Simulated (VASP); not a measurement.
All values below come from optB88-vdW, VASP's PBE PAW potentials (set 64) (plane waves; VASP).

VASP input:

POSCAR:
```
ZnO
1
    1.6218615238    -2.8091469972    -0.0000000000
    1.6218615238     2.8091469972     0.0000000000
   -0.0000000000    -0.0000000000     5.2012397891
Zn O
2 2
Direct
  0.6666670000   0.3333330000   0.5001701832
  0.3333330000   0.6666670000   0.0001701832
  0.6666670000   0.3333330000   0.8818298168
  0.3333330000   0.6666670000   0.3818298168
```

INCAR:
```
! general
SYSTEM  =ZnO
PREC    =Accurate
ENCUT   =520
LREAL   =.FALSE.
LASPH   =.TRUE.

! electronic loop
EDIFF   =1E-6
NELM    =100
ALGO    =Normal
LMAXMIX =4

! smearing
ISMEAR  =0
SIGMA   =0.05

! functional
GGA     =BO
LUSE_VDW=.TRUE.
AGGAC   =0.0
PARAM1  =0.1833333333
PARAM2  =0.22

! ions
IBRION  =2
NSW     =60
ISIF    =3
EDIFFG  =-0.02

! output
LWAVE   =.FALSE.
LCHARG  =.FALSE.
```

File KPOINTS:
```
kpoints
0
Gamma
 7 7 4
0 0 0
```

POTCAR, in this order: Zn O (PBE.64 set). Program: vasp_std.

Energy and stress use the plane-wave basis of the starting cell.

Problem. Predict the energy per atom (σ→0), volume per atom.

Solution. 
```json
{
  "energy per atom (σ→0)": "-2.154 eV/atom",
  "volume_per_atom": "12.22 Å³/atom"
}
```

### OSZICAR
```
...
   8 F= -.86170650E+01 E0= -.86170650E+01  d E =0.281297E-04
       N       E                     dE             d eps       ncg     rms          rms(c)
DAV:   1    -0.861738860146E+01   -0.32362E-03   -0.62212E-02  1056   0.243E+00    0.154E-01
DAV:   2    -0.861720241853E+01    0.18618E-03   -0.31713E-03  1388   0.816E-01    0.576E-02
DAV:   3    -0.861716941766E+01    0.33001E-04   -0.53556E-05  1554   0.182E-01    0.352E-02
DAV:   4    -0.861715784007E+01    0.11578E-04   -0.33218E-05  1170   0.620E-02    0.796E-03
DAV:   5    -0.861715762010E+01    0.21997E-06   -0.47193E-06  1128   0.214E-02
   9 F= -.86171576E+01 E0= -.86171576E+01  d E =-.644994E-04
```

The compound is ZnO in the wurtzite structure. This run relaxes it. Symmetry was kept, so distortions that lower it aren't found. The start is the result of an earlier pass.
